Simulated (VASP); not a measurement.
Calculation: LDA (Ceperley-Alder, Perdew-Zunger), VASP's LDA PAW potentials (set 64) (plane waves; VASP 6.6.1).

The input files of a VASP run:

### POSCAR
```
ZnO
1.0
  1.5814043688  -2.7390731256   0.0000000000
  1.5814043688   2.7390731256   0.0000000000
  0.0000000000   0.0000000000   5.1114122809
Zn O
2 2
Cart
  1.5814043688  -0.9130262012   2.5647404446
  1.5814043688   0.9130262012   0.0090343042
  1.5814043688  -0.9130262012   4.4992313276
  1.5814043688   0.9130262012   1.9435251871
```

### INCAR
```
SYSTEM = ZnO
PREC = Accurate; ENCUT = 520; LREAL = .FALSE.
LASPH = .TRUE.
EDIFF = 1E-7; NELM = 100; ALGO = Normal
LMAXMIX = 4
ISMEAR = 0; SIGMA = 0.05
IBRION = 2; NSW = 30; ISIF = 4
EDIFFG = -0.01
LWAVE = .FALSE.; LCHARG = .FALSE.
```

### KPOINTS
```
Automatic mesh
0
Gamma
10 10 5
0 0 0
```

POTCAR, in this order: Zn O (LDA.64 set). Program: vasp_std.

What VASP printed:

File OUTCAR:
```
 ion  position               nearest neighbor table
   1  0.667  0.333  0.502-   4 1.93   4 1.93   4 1.93   3 1.93
   2  0.333  0.667  0.002-   3 1.93   3 1.93   3 1.93   4 1.93
   3  0.667  0.333  0.880-   2 1.93   2 1.93   2 1.93   1 1.93
   4  0.333  0.667  0.380-   1 1.93   1 1.93   1 1.93   2 1.93
  LATTYP: Found a hexagonal cell.
 ALAT       =     3.1628090940
 C/A-ratio  =     1.6160988947
 Subroutine PRICEL returns:
 Original cell was already a primitive cell.
 Subroutine GETGRP returns: Found 12 space group operations
The static configuration has the point symmetry C_3v.
 The point group associated with its full space group is C_6v.
The dynamic configuration has the point symmetry C_3v.
 Subroutine INISYM returns: Found 12 space group operations
 Subroutine IBZKPT returns following result:
 Found     42 irreducible k-points:

 Following reciprocal coordinates:
            Coordinates               Weight
  0.000000  0.000000  0.000000      1.000000
  0.100000  0.000000  0.000000      6.000000
  0.200000  0.000000  0.000000      6.000000
  0.300000  0.000000  0.000000      6.000000
  0.400000  0.000000  0.000000      6.000000
  0.500000  0.000000  0.000000      3.000000
  0.100000  0.100000  0.000000      6.000000
  0.200000  0.100000  0.000000     12.000000
  0.300000  0.100000  0.000000     12.000000
  0.400000  0.100000  0.000000     12.000000
  0.200000  0.200000  0.000000      6.000000
  0.300000  0.200000  0.000000     12.000000
  0.400000  0.200000  0.000000      6.000000
  0.300000  0.300000  0.000000      6.000000
  0.000000  0.000000  0.200000      2.000000
  0.100000  0.000000  0.200000     12.000000
  0.200000  0.000000  0.200000     12.000000
  0.300000  0.000000  0.200000     12.000000
  0.400000  0.000000  0.200000     12.000000
  0.500000  0.000000  0.200000      6.000000
...
```

**OSZICAR**
```
       N       E                     dE             d eps       ncg     rms          rms(c)
DAV:   1     0.289307909457E+03    0.28931E+03   -0.19075E+04  1856   0.245E+03
DAV:   2     0.618211806984E+01   -0.28313E+03   -0.27298E+03  1938   0.454E+02
DAV:   3    -0.236630498643E+02   -0.29845E+02   -0.29634E+02  2196   0.157E+02
DAV:   4    -0.242275607058E+02   -0.56451E+00   -0.56390E+00  2022   0.227E+01
DAV:   5    -0.242318089468E+02   -0.42482E-02   -0.42480E-02  2190   0.193E+00    0.168E+01
DAV:   6    -0.210639402039E+02    0.31679E+01   -0.10790E+01  3180   0.709E+01    0.108E+01
DAV:   7    -0.211935835810E+02   -0.12964E+00   -0.24649E+00  1904   0.188E+01    0.622E+00
DAV:   8    -0.211902431415E+02    0.33404E-02   -0.78702E-01  2532   0.853E+00    0.177E+00
DAV:   9    -0.211311427239E+02    0.59100E-01   -0.17633E-01  2930   0.802E+00    0.329E-01
DAV:  10    -0.211340444173E+02   -0.29017E-02   -0.47242E-02  1884   0.166E+00    0.120E-01
DAV:  11    -0.211338796332E+02    0.16478E-03   -0.13006E-03  2796   0.495E-01    0.369E-02
DAV:  12    -0.211338869937E+02   -0.73604E-05   -0.11178E-04  2860   0.212E-01    0.168E-02
DAV:  13    -0.211338856134E+02    0.13802E-05   -0.10836E-05  2354   0.536E-02    0.685E-03
DAV:  14    -0.211338856209E+02   -0.74378E-08   -0.16863E-06  1998   0.136E-02    0.411E-03
DAV:  15    -0.211338853596E+02    0.26128E-06   -0.83844E-07  2396   0.851E-03    0.765E-04
DAV:  16    -0.211338853452E+02    0.14366E-07   -0.53894E-08   948   0.229E-03
   1 F= -.21133885E+02 E0= -.21133885E+02  d E =-.211339E+02
```

### OUTCAR
```
------------------------ aborting loop because EDIFF is reached ----------------------------------------
  FORCE on cell =-STRESS in cart. coord.  units (eV):
  Direction    XX          YY          ZZ          XY          YZ          ZX
  --------------------------------------------------------------------------------------
  Total        1.4963562      1.4963566      1.5121438      0.0000000     -0.0000000      0.0000000
  in kB       54.1412278     54.1412441     54.7124552      0.0000000     -0.0000000      0.0000000
  external PRESSURE =      54.3316423 kB  Pullay stress =       0.0000000 kB
  volume of cell :       44.28
      direct lattice vectors                 reciprocal lattice vectors
     1.581404369 -2.739073126  0.000000000     0.316174667 -0.182543502  0.000000000
     1.581404369  2.739073126  0.000000000     0.316174667  0.182543502  0.000000000
     0.000000000  0.000000000  5.111412281     0.000000000  0.000000000  0.195640646
  FREE ENERGIE OF THE ION-ELECTRON SYSTEM (eV)
  ---------------------------------------------------
  free  energy   TOTEN  =       -21.1338853452 eV

  energy  without entropy=      -21.1338853452  energy(sigma->0) =      -21.13388535

 reached required accuracy - stopping structural energy minimisation
```
(Selected blocks of OUTCAR.)

The compound is ZnO in the wurtzite structure. This cell is one point of a volume scan, at 0.97 of the reference volume.
